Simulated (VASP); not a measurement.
Data:

```
CELL_PARAMETERS angstrom
      2.79947     0.00000     0.00000
      0.00000     2.79947     0.00000
      0.00000     0.00000     4.02583
ATOMIC_POSITIONS crystal
  Ti 0.00000 0.00000 0.00000
  Al 0.50000 0.50000 0.50000
```

Computed with AM05 GGA, VASP's PBE PAW potentials (set 64) (plane waves; VASP). Numerical set-up: 520 eV cut-off, 12×12×8 Γ-centred mesh, first-order Methfessel-Paxton smearing of 0.10 eV, potentials Ti_sv Al.

Task: Estimate the energy per atom (σ→0), band gap (on the k-mesh) with the smallest direct gap where there is one.

Result: 
```
Quantity                                                     Value
------------------------  ----------------------------------------
band gap (on the k-mesh)  none (metal, semimetal or under 0.01 eV)
energy per atom (σ→0)                               -6.475 eV/atom
```

Total energies compare only between runs with the same potentials, cut-off and functional.

The compound is TiAl in the L1_0 structure. It was relaxed first. The start is the result of an earlier pass. The electron count is odd and the run is not spin-polarised, which forces a metal.
